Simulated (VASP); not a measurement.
Input:

```yaml
crystal:
  lattice:
    - [-1.77990, 1.77990, 1.77990]
    - [1.77990, -1.77990, 1.77990]
    - [1.77990, 1.77990, -1.77990]
  atoms:
    - { symbol: Li, position: [0.00000, 0.00000, 0.00000] }
```

The numbers are results of PBE GGA, VASP's PBE PAW potentials (set 64) (plane waves; VASP), not measurements. Numerical set-up: 520 eV cut-off, 11×11×11 Γ-centred mesh, first-order Methfessel-Paxton smearing of 0.10 eV, potentials Li_sv.

What does the run give for the energy per atom (σ→0), pressure, band gap (on the k-mesh) with the smallest direct gap where there is one?

```json
{
 "band gap (on the k-mesh)": "none (metal, semimetal or under 0.01 eV)",
 "energy per atom (σ→0)": "-1.898 eV/atom",
 "pressure": "-1.31 GPa"
}
```

Total energies compare only between runs with the same potentials, cut-off and functional.

The compound is Li in the bcc structure. The cell was not relaxed at this level.
